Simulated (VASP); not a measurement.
Here is the system:

```yaml
crystal:
  lattice:
    - [2.85115, 0.00000, 0.00000]
    - [0.00000, 2.85115, 0.00000]
    - [0.00000, 0.00000, 4.10080]
  atoms:
    - { symbol: Ti, position: [0.00000, 0.00000, 0.00000] }
    - { symbol: Al, position: [0.50000, 0.50000, 0.50000] }
```

The numbers are results of vdW-DF2, VASP's PBE PAW potentials (set 64) (plane waves; VASP 6.6.1), not measurements. Run with 520 eV cut-off, 12×12×8 Γ-centred mesh, first-order Methfessel-Paxton smearing of 0.10 eV, potentials Ti_sv Al.

**Question.** Predict the energy per atom (σ→0), band gap (on the k-mesh) with the smallest direct gap where there is one.

**Answer.** 
* **band gap (on the k-mesh)**: none (metal, semimetal or under 0.01 eV)
* **energy per atom (σ→0)**: -3.439 eV/atom

The absolute energy has meaning only against runs of the same code, potentials and settings.

The compound is TiAl in the L1_0 structure. It was relaxed first. The start is the result of an earlier pass. The electron count is odd and the run is not spin-polarised, which forces a metal.
